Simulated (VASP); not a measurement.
Level of theory: PBE GGA, VASP's PBE PAW potentials (set 64) (plane waves; VASP).

A VASP calculation is set up with these files.

POSCAR:
```
SnSe
1
   11.6679590000     0.0000000000     0.0000000000
    0.0000000000     4.1274880000     0.0000000000
    0.0000000000     0.0000000000     4.7023200000
Sn Se
4 4
Direct
  0.6187900000   0.7500000000   0.3765500000
  0.3812100000   0.2500000000   0.6234500000
  0.8812100000   0.2500000000   0.8765500000
  0.1187900000   0.7500000000   0.1234500000
  0.1485500000   0.2500000000   0.5091800000
  0.8514500000   0.7500000000   0.4908200000
  0.3514500000   0.7500000000   0.0091800000
  0.6485500000   0.2500000000   0.9908200000
```

**KPOINTS**
```
kpoints
0
Gamma
  2 5 5
0 0 0
```

**INCAR**
```
SYSTEM = SnSe
PREC = Accurate; ENCUT = 300; LREAL = F
LASPH = T
EDIFF = 1E-6; NELM = 100; ALGO = Normal
LMAXMIX = 4
ISMEAR = 0; SIGMA = 0.05
GGA = PE
ISIF = 2
LWAVE = F; LCHARG = F
```

POTCAR, in this order: Sn_d Se (PBE.64 set). Program: vasp_std.

Output of the run:

OSZICAR:
```
       N       E                     dE             d eps       ncg     rms          rms(c)
DAV:   1     0.711767840496E+03    0.71177E+03   -0.27849E+04  1776   0.150E+03
DAV:   2     0.766894042064E+02   -0.63508E+03   -0.61787E+03  1776   0.457E+02
DAV:   3    -0.277405694820E+02   -0.10443E+03   -0.10065E+03  2112   0.171E+02
DAV:   4    -0.334086168547E+02   -0.56680E+01   -0.56171E+01  2000   0.423E+01
DAV:   5    -0.335990990582E+02   -0.19048E+00   -0.19024E+00  2088   0.750E+00    0.646E+00
DAV:   6    -0.328307978157E+02    0.76830E+00   -0.15513E+00  2392   0.558E+00    0.407E+00
DAV:   7    -0.328249441042E+02    0.58537E-02   -0.58234E-01  2184   0.249E+00    0.162E+00
DAV:   8    -0.328234741692E+02    0.14699E-02   -0.54768E-02  2248   0.148E+00    0.337E-01
DAV:   9    -0.328238948696E+02   -0.42070E-03   -0.78130E-03  2112   0.574E-01    0.117E-01
DAV:  10    -0.328240528191E+02   -0.15795E-03   -0.78419E-04  2024   0.129E-01    0.619E-02
DAV:  11    -0.328241316271E+02   -0.78808E-04   -0.23747E-04  2344   0.790E-02    0.194E-02
DAV:  12    -0.328241202191E+02    0.11408E-04   -0.37726E-05  2144   0.289E-02    0.658E-03
DAV:  13    -0.328241217823E+02   -0.15633E-05   -0.58500E-06  1640   0.113E-02    0.203E-03
DAV:  14    -0.328241217647E+02    0.17604E-07   -0.46066E-07  1240   0.585E-03
   1 F= -.32824122E+02 E0= -.32824122E+02  d E =-.394801E-15
```

**OUTCAR**
```
------------------------ aborting loop because EDIFF is reached ----------------------------------------
  FORCE on cell =-STRESS in cart. coord.  units (eV):
  Direction    XX          YY          ZZ          XY          YZ          ZX
  --------------------------------------------------------------------------------------
  Total        1.2548375      1.5852421      0.8629336      0.0000000      0.0000000      0.0000000
  in kB        8.8777961     11.2153614      6.1051323      0.0000000      0.0000000      0.0000000
  external PRESSURE =       8.7327633 kB  Pullay stress =       0.0000000 kB
  volume of cell :      226.46
      direct lattice vectors                 reciprocal lattice vectors
    11.667959000  0.000000000  0.000000000     0.085704792  0.000000000  0.000000000
     0.000000000  4.127488000  0.000000000     0.000000000  0.242278112  0.000000000
     0.000000000  0.000000000  4.702320000     0.000000000  0.000000000  0.212660984
 POSITION                                       TOTAL-FORCE (eV/Angst)
 -----------------------------------------------------------------------------------
      7.22002      3.09562      1.77066        -0.133928      0.000000      0.149685
      4.44794      1.03187      2.93166         0.133928     -0.000000     -0.149685
     10.28192      1.03187      4.12182         0.133928      0.000000      0.149685
      1.38604      3.09562      0.58050        -0.133928      0.000000     -0.149685
      1.73328      1.03187      2.39433        -0.113609      0.000000      0.161994
      9.93468      3.09562      2.30799         0.113609      0.000000     -0.161994
      4.10070      3.09562      0.04317         0.113609     -0.000000      0.161994
      7.56725      1.03187      4.65915        -0.113609      0.000000     -0.161994
 -----------------------------------------------------------------------------------
    total drift:                                0.000000      0.000000      0.000000
  FREE ENERGIE OF THE ION-ELECTRON SYSTEM (eV)
  ---------------------------------------------------
  free  energy   TOTEN  =       -32.8241217647 eV

  energy  without entropy=      -32.8241217647  energy(sigma->0) =      -32.82412176
```
(Selected blocks of OUTCAR.)

At this cut-off the stress carries a Pulay error, which pulls relaxed volumes low.

The structure comes from a computed database's SnSe entry; how it stands against other phases isn't given here. The cell was not relaxed at this level.
